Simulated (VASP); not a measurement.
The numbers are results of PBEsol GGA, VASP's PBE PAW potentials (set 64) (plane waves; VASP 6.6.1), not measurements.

VASP input:

**INCAR**
```
ISIF  =  3   # ions, shape and volume
LASPH  =  .TRUE.
NELM  =  100   # most electronic steps
SYSTEM  =  WS2
LWAVE  =  .FALSE.
PREC  =  Accurate
EDIFFG  =  -0.02
LMAXMIX  =  6
PSTRESS  =  100
ENCUT  =  500
EDIFF  =  1E-6   # SCF stop (eV)
IBRION  =  2   # conjugate gradients
NSW  =  40
SIGMA  =  0.05   # width (eV)
LCHARG  =  .FALSE.
ALGO  =  Normal
ISMEAR  =  0
GGA  =  PS   # PBEsol
LREAL  =  .FALSE.
```

KPOINTS:
```
kpoints
0
G
 8 8 2
0 0 0
```

**POSCAR**
```
WS2
1
    1.5539539730    -2.6915272014     0.0000000000
    1.5539539730     2.6915272014     0.0000000000
    0.0000000000     0.0000000000    11.7026943420
W S
2 4
Direct
  0.3333330000   0.6666670000   0.2500000000
  0.6666670000   0.3333330000   0.7500000000
  0.3333330000   0.6666670000   0.8845065494
  0.6666670000   0.3333330000   0.3845065494
  0.6666670000   0.3333330000   0.1154934506
  0.3333330000   0.6666670000   0.6154934506
```

POTCAR, in this order: W_sv S (PBE.64 set). Program: vasp_std.

What VASP printed:

**OSZICAR**
```
...
DAV:  13    -0.504156173250E+02   -0.89971E-05   -0.23018E-05  1602   0.262E-02    0.163E-02
DAV:  14    -0.504156161184E+02    0.12067E-05   -0.39159E-06  1245   0.122E-02    0.126E-02
DAV:  15    -0.504156159862E+02    0.13218E-06   -0.13209E-06   984   0.758E-03
   1 F= -.44305602E+02 E0= -.44305602E+02  d E =-.443056E+02
       N       E                     dE             d eps       ncg     rms          rms(c)
DAV:   1    -0.515855387488E+02   -0.11699E+01   -0.45962E+01  1346   0.606E+01    0.191E+01
DAV:   2    -0.501938770984E+02    0.13917E+01   -0.58129E+00  1386   0.180E+01    0.604E+00
DAV:   3    -0.498847060134E+02    0.30917E+00   -0.85930E-01  1448   0.504E+00    0.183E+00
DAV:   4    -0.498532485249E+02    0.31457E-01   -0.12479E-01  1359   0.227E+00    0.158E+00
DAV:   5    -0.498481496609E+02    0.50989E-02   -0.21139E-02  1590   0.968E-01    0.983E-01
DAV:   6    -0.498451982285E+02    0.29514E-02   -0.13136E-02  1603   0.631E-01    0.248E-01
DAV:   7    -0.498450242385E+02    0.17399E-03   -0.22564E-03  1436   0.318E-01    0.866E-02
DAV:   8    -0.498450283360E+02   -0.40975E-05   -0.70393E-05  1517   0.587E-02    0.893E-02
DAV:   9    -0.498450255825E+02    0.27535E-05   -0.99540E-06  1422   0.260E-02    0.281E-02
DAV:  10    -0.498450247578E+02    0.82476E-06   -0.11483E-05  1523   0.238E-02    0.118E-02
DAV:  11    -0.498450248037E+02   -0.45951E-07   -0.44997E-07   907   0.468E-03
   2 F= -.44164759E+02 E0= -.44164759E+02  d E =0.140843E+00
       N       E                     dE             d eps       ncg     rms          rms(c)
DAV:   1    -0.511881336023E+02   -0.13431E+01   -0.22989E+01  1354   0.447E+01    0.125E+01
DAV:   2    -0.504991440520E+02    0.68899E+00   -0.36706E+00  1442   0.135E+01    0.431E+00
DAV:   3    -0.503434332933E+02    0.15571E+00   -0.68803E-01  1446   0.384E+00    0.147E+00
DAV:   4    -0.503177941432E+02    0.25639E-01   -0.99658E-02  1393   0.211E+00    0.846E-01
DAV:   5    -0.503161648268E+02    0.16293E-02   -0.16422E-02  1585   0.766E-01    0.802E-01
DAV:   6    -0.503149589464E+02    0.12059E-02   -0.62077E-03  1497   0.430E-01    0.233E-01
DAV:   7    -0.503146901141E+02    0.26883E-03   -0.13783E-03  1423   0.263E-01    0.109E-01
DAV:   8    -0.503146926028E+02   -0.24888E-05   -0.62627E-05  1603   0.529E-02    0.726E-02
DAV:   9    -0.503146939633E+02   -0.13605E-05   -0.64679E-06  1341   0.149E-02    0.575E-02
DAV:  10    -0.503146906068E+02    0.33565E-05   -0.75792E-06  1443   0.216E-02    0.599E-03
DAV:  11    -0.503146906295E+02   -0.22716E-07   -0.18820E-07   830   0.317E-03
   3 F= -.44339949E+02 E0= -.44339949E+02  d E =-.343474E-01
       N       E                     dE             d eps       ncg     rms          rms(c)
DAV:   1    -0.503076566981E+02    0.70339E-02   -0.21324E+00  1352   0.982E+00    0.160E+00
DAV:   2    -0.502829349197E+02    0.24722E-01   -0.15760E-01  1373   0.277E+00    0.787E-01
DAV:   3    -0.502778502069E+02    0.50847E-02   -0.10608E-02  1464   0.574E-01    0.427E-01
DAV:   4    -0.502764177665E+02    0.14324E-02   -0.27287E-03  1368   0.306E-01    0.356E-01
DAV:   5    -0.502760618102E+02    0.35596E-03   -0.96974E-04  1457   0.204E-01    0.136E-01
DAV:   6    -0.502760140602E+02    0.47750E-04   -0.35209E-04  1665   0.102E-01    0.284E-02
DAV:   7    -0.502760118423E+02    0.22179E-05   -0.49354E-05  1499   0.443E-02    0.138E-02
DAV:   8    -0.502760121179E+02   -0.27559E-06   -0.19941E-06  1015   0.864E-03
   4 F= -.44359356E+02 E0= -.44359356E+02  d E =-.194062E-01
       N       E                     dE             d eps       ncg     rms          rms(c)
DAV:   1    -0.502567519304E+02    0.19260E-01   -0.62996E-01  1359   0.535E+00    0.875E-01
DAV:   2    -0.502494641708E+02    0.72878E-02   -0.46770E-02  1387   0.151E+00    0.438E-01
DAV:   3    -0.502479551692E+02    0.15090E-02   -0.31471E-03  1464   0.311E-01    0.234E-01
DAV:   4    -0.502475147950E+02    0.44037E-03   -0.85567E-04  1368   0.171E-01    0.195E-01
DAV:   5    -0.502474177143E+02    0.97081E-04   -0.27766E-04  1457   0.110E-01    0.766E-02
DAV:   6    -0.502474047627E+02    0.12952E-04   -0.10971E-04  1686   0.564E-02    0.158E-02
DAV:   7    -0.502474041723E+02    0.59045E-06   -0.16042E-05  1491   0.254E-02    0.771E-03
DAV:   8    -0.502474043257E+02   -0.15347E-06   -0.60719E-07   830   0.491E-03
   5 F= -.44362106E+02 E0= -.44362106E+02  d E =-.221569E-01
       N       E                     dE             d eps       ncg     rms          rms(c)
DAV:   1    -0.502777826286E+02   -0.30378E-01   -0.29277E+00  1240   0.114E+01    0.181E+00
DAV:   2    -0.502285399235E+02    0.49243E-01   -0.41919E-01  1421   0.412E+00    0.135E+00
DAV:   3    -0.502217424198E+02    0.67975E-02   -0.20392E-02  1442   0.811E-01    0.522E-01
DAV:   4    -0.502179515736E+02    0.37908E-02   -0.10775E-02  1441   0.471E-01    0.201E-01
DAV:   5    -0.502174907193E+02    0.46085E-03   -0.15519E-03  1579   0.260E-01    0.147E-01
DAV:   6    -0.502174827753E+02    0.79439E-05   -0.30518E-04  1569   0.988E-02    0.467E-02
DAV:   7    -0.502174852199E+02   -0.24446E-05   -0.28511E-05  1327   0.274E-02    0.205E-02
DAV:   8    -0.502174814469E+02    0.37730E-05   -0.11635E-05  1305   0.202E-02    0.691E-03
DAV:   9    -0.502174812439E+02    0.20294E-06   -0.72294E-07   823   0.526E-03
   6 F= -.44373846E+02 E0= -.44373846E+02  d E =-.117392E-01
       N       E                     dE             d eps       ncg     rms          rms(c)
DAV:   1    -0.502138927794E+02    0.35887E-02   -0.80930E-01  1240   0.602E+00    0.969E-01
DAV:   2    -0.502003912849E+02    0.13501E-01   -0.11669E-01  1451   0.218E+00    0.712E-01
DAV:   3    -0.501984719360E+02    0.19193E-02   -0.57487E-03  1436   0.429E-01    0.282E-01
DAV:   4    -0.501974013658E+02    0.10706E-02   -0.31036E-03  1470   0.253E-01    0.108E-01
DAV:   5    -0.501972871116E+02    0.11425E-03   -0.40640E-04  1595   0.134E-01    0.779E-02
DAV:   6    -0.501972892564E+02   -0.21448E-05   -0.82501E-05  1567   0.507E-02    0.236E-02
DAV:   7    -0.501972898426E+02   -0.58620E-06   -0.79039E-06  1298   0.148E-02
   7 F= -.44375610E+02 E0= -.44375610E+02  d E =-.135039E-01
       N       E                     dE             d eps       ncg     rms          rms(c)
DAV:   1    -0.502480553855E+02   -0.50766E-01   -0.44367E-01  1305   0.586E+00    0.179E+00
DAV:   2    -0.502373800358E+02    0.10675E-01   -0.44311E-02  1386   0.157E+00    0.489E-01
DAV:   3    -0.502345913619E+02    0.27887E-02   -0.10142E-02  1506   0.520E-01    0.208E-01
DAV:   4    -0.502342654716E+02    0.32589E-03   -0.14148E-03  1504   0.238E-01    0.102E-01
DAV:   5    -0.502342085512E+02    0.56920E-04   -0.29437E-04  1603   0.108E-01    0.106E-01
DAV:   6    -0.502341823611E+02    0.26190E-04   -0.88498E-05  1487   0.532E-02    0.191E-02
DAV:   7    -0.502341764403E+02    0.59208E-05   -0.24891E-05  1401   0.359E-02    0.114E-02
DAV:   8    -0.502341763763E+02    0.64041E-07   -0.10479E-06   858   0.764E-03
   8 F= -.44373750E+02 E0= -.44373750E+02  d E =0.185985E-02
       N       E                     dE             d eps       ncg     rms          rms(c)
DAV:   1    -0.502153932411E+02    0.18783E-01   -0.23563E-01  1298   0.425E+00    0.132E+00
DAV:   2    -0.502097006219E+02    0.56926E-02   -0.23196E-02  1386   0.114E+00    0.355E-01
DAV:   3    -0.502082199155E+02    0.14807E-02   -0.51379E-03  1484   0.375E-01    0.150E-01
DAV:   4    -0.502080660934E+02    0.15382E-03   -0.70712E-04  1497   0.168E-01    0.770E-02
DAV:   5    -0.502080459786E+02    0.20115E-04   -0.15261E-04  1609   0.784E-02    0.783E-02
DAV:   6    -0.502080451921E+02    0.78647E-06   -0.48645E-05  1501   0.394E-02    0.138E-02
DAV:   7    -0.502080448007E+02    0.39138E-06   -0.12657E-05  1408   0.257E-02    0.813E-03
DAV:   8    -0.502080448599E+02   -0.59175E-07   -0.52093E-07   739   0.541E-03
   9 F= -.44375904E+02 E0= -.44375904E+02  d E =-.293971E-03
```

**OUTCAR**
```
------------------------ aborting loop because EDIFF is reached ----------------------------------------
  FORCE on cell =-STRESS in cart. coord.  units (eV):
  Direction    XX          YY          ZZ          XY          YZ          ZX
  --------------------------------------------------------------------------------------
  Total        5.8711904      5.8711901      5.7547067      0.0000000     -0.0000000      0.0000000
  in kB      100.6695615    100.6695580     98.6722899      0.0000000     -0.0000000      0.0000000
  external PRESSURE =       0.0038031 kB  Pullay stress =     100.0000000 kB
  volume of cell :       93.44
      direct lattice vectors                 reciprocal lattice vectors
     1.537771203 -2.663497808 -0.000000000     0.325145899 -0.187723075  0.000000000
     1.537771203  2.663497808  0.000000000     0.325145899  0.187723075 -0.000000000
     0.000000000  0.000000000 11.406817761     0.000000000 -0.000000000  0.087666869
 POSITION                                       TOTAL-FORCE (eV/Angst)
 -----------------------------------------------------------------------------------
      1.53777      0.88783      2.85170         0.000000      0.000000      0.000000
      1.53777     -0.88783      8.55511        -0.000000     -0.000000      0.000000
      1.53777      0.88783     10.13358        -0.000000     -0.000000     -0.014147
      1.53777     -0.88783      4.43017        -0.000000      0.000000     -0.014147
      1.53777     -0.88783      1.27324        -0.000000      0.000000      0.014147
      1.53777      0.88783      6.97665        -0.000000     -0.000000      0.014147
 -----------------------------------------------------------------------------------
    total drift:                                0.000000      0.001082     -0.000034
  FREE ENERGIE OF THE ION-ELECTRON SYSTEM (eV)
  ---------------------------------------------------
  free  energy   TOTEN  =       -50.2080448599 eV

  energy  without entropy=      -50.2080448599  energy(sigma->0) =      -50.20804486
  enthalpy is  TOTEN    =       -44.3759042776 eV   P V=        5.8321405823

 reached required accuracy - stopping structural energy minimisation
```
(Selected blocks of OUTCAR.)

File CONTCAR:
```
WS2
   1.00000000000000
     1.5377712031430371   -2.6634978077574143   -0.0000000000000000
     1.5377712031430371    2.6634978077574143    0.0000000000000000
     0.0000000000000000    0.0000000000000000   11.4068177609738335
  W               S
     2     4
Direct
     0.3333330000000032    0.6666669999999968    0.2500000000000000
     0.6666669999999968    0.3333330000000032    0.7500000000000000
     0.3333330000000032    0.6666669999999968    0.8883790155867264
     0.6666669999999968    0.3333330000000032    0.3883790155867263
     0.6666669999999968    0.3333330000000032    0.1116209844132738
     0.3333330000000032    0.6666669999999968    0.6116209844132736
```

File OUTCAR:
```
 val. band max:        9.3698291902   @ k =   0.0000   0.0000   0.0000

 cond. band min:       9.9982449214   @ k =   0.2500   0.1250   0.0000


 Fermi energy:         9.5712287857

 k-point     1 :       0.0000    0.0000    0.0000
  band No.  band energies     occupation
      1     -65.3322      2.00000
      2     -65.3322      2.00000
      3     -29.6771      2.00000
      4     -29.6769      2.00000
      5     -29.4002      2.00000
      6     -29.4002      2.00000
      7     -29.4002      2.00000
      8     -29.4002      2.00000
      9      -7.1252      2.00000
     10      -6.4968      2.00000
     11      -5.6878      2.00000
     12      -4.5576      2.00000
     13       0.5808      2.00000
     14       2.5575      2.00000
     15       4.4953      2.00000
     16       5.6362      2.00000
     17       5.6363      2.00000
     18       5.6752      2.00000
     19       5.6752      2.00000
     20       6.9179      2.00000
     21       6.9180      2.00000
     22       7.0775      2.00000
     23       7.0776      2.00000
     24       7.4854      2.00000
     25       8.3118      2.00000
     26       9.3698      2.00000
     27      11.4278      0.00000
     28      11.4279      0.00000
     29      11.5629      0.00000
     30      11.5631      0.00000
     31      11.5857      0.00000

 k-point     2 :       0.1250    0.0000    0.0000
  band No.  band energies     occupation
      1     -65.3282      2.00000
      2     -65.3281      2.00000
      3     -29.6637      2.00000
      4     -29.6634      2.00000
      5     -29.4730      2.00000
      6     -29.4730      2.00000
      7     -29.4169      2.00000
      8     -29.4169      2.00000
      9      -6.8329      2.00000
     10      -6.2029      2.00000
     11      -5.5382      2.00000
     12      -4.4771      2.00000
     13       0.9266      2.00000
     14       2.8972      2.00000
     15       4.1663      2.00000
     16       4.9155      2.00000
     17       5.0154      2.00000
...
```

Energy and stress use the plane-wave basis of the starting cell. Without a dispersion term in the relaxation, distances and binding between the weakly bound layers, chains or molecules are unreliable, and so is what depends on them. Unless said otherwise, spin-orbit coupling is left out, though it shifts the bands of the heavy elements here.

The compound is WS2 in the 2H layered structure. This run relaxes it under an external pressure of 10 GPa. Symmetry was kept, so distortions that lower it aren't found.
